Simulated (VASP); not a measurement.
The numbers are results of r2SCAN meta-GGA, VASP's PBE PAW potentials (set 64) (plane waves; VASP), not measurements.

The input files of a VASP run:

File KPOINTS:
```
Automatic
0
Gamma
  11 11 6
0 0 0
```

**KPOINTS_OPT**
```
k-points along high-symmetry lines
6
Line-mode
Reciprocal
  0.000000   0.000000   0.000000 ! GAMMA
  0.500000  -0.000000   0.000000 ! M

  0.500000  -0.000000   0.000000 ! M
  0.333333   0.333333   0.000000 ! K

  0.333333   0.333333   0.000000 ! K
  0.000000   0.000000   0.000000 ! GAMMA

  0.000000   0.000000   0.000000 ! GAMMA
  0.000000   0.000000   0.500000 ! A

  0.000000   0.000000   0.500000 ! A
  0.500000  -0.000000   0.500000 ! L

  0.500000  -0.000000   0.500000 ! L
  0.333333   0.333333   0.500000 ! H

  0.333333   0.333333   0.500000 ! H
  0.000000   0.000000   0.500000 ! A

  0.500000  -0.000000   0.500000 ! L
  0.500000  -0.000000   0.000000 ! M

  0.333333   0.333333   0.500000 ! H
  0.333333   0.333333   0.000000 ! K
```

### INCAR
```
NELM = 100   # most electronic steps
NEDOS = 601   # DOS grid
LWAVE = .FALSE.
SYSTEM = AlN
LMIXTAU = .TRUE.
METAGGA = R2SCAN
ALGO = Normal
ISIF = 2
LCHARG = .FALSE.
EDIFF = 1E-7   # SCF stop (eV)
PREC = Accurate
LORBIT = 11   # lm-projected
LREAL = .FALSE.
ENCUT = 520
LASPH = .TRUE.
ISMEAR = -5   # tetrahedra, Bloechl
```

File POSCAR:
```
AlN
1
    3.1053050484     0.0000000000     0.0000000000
   -1.5526525242     2.6892726604     0.0000000000
    0.0000000000     0.0000000000     4.9753160650
Al N
2 2
Direct
  0.3333330000   0.6666670000   0.9966557265
  0.6666670000   0.3333330000   0.4966557265
  0.3333330000   0.6666670000   0.3783442735
  0.6666670000   0.3333330000   0.8783442735
```

POTCAR, in this order: Al N (PBE.64 set). Program: vasp_std.

Q: Estimate the energy per atom (σ→0), band gap (over mesh and band path).

A: 
```
Quantity                                     Value
----------------------------------  --------------
energy per atom (σ→0)               -9.614 eV/atom
band gap (over mesh and band path)         4.93 eV
```

OSZICAR:
```
...
DAV:  21    -0.384567494476E+02    0.18350E-05   -0.13814E-07  1092   0.352E-03    0.118E-03
DAV:  22    -0.384567532240E+02   -0.37764E-05   -0.84012E-08   876   0.309E-03    0.145E-03
DAV:  23    -0.384567514182E+02    0.18058E-05   -0.16409E-08   792   0.198E-03    0.796E-04
DAV:  24    -0.384567512525E+02    0.16569E-06   -0.26609E-09   784   0.649E-04    0.268E-04
DAV:  25    -0.384567511351E+02    0.11745E-06   -0.11966E-09   780   0.448E-04    0.132E-04
DAV:  26    -0.384567511984E+02   -0.63346E-07   -0.38981E-10   780   0.178E-04
   1 F= -.38456751E+02 E0= -.38456751E+02  d E =0.000000E+00
       N       E                     dE             ncg
```

The structure was generated: AlN was put into the wurtzite type (P6_3mc), which need not be its known phase. It was relaxed first.
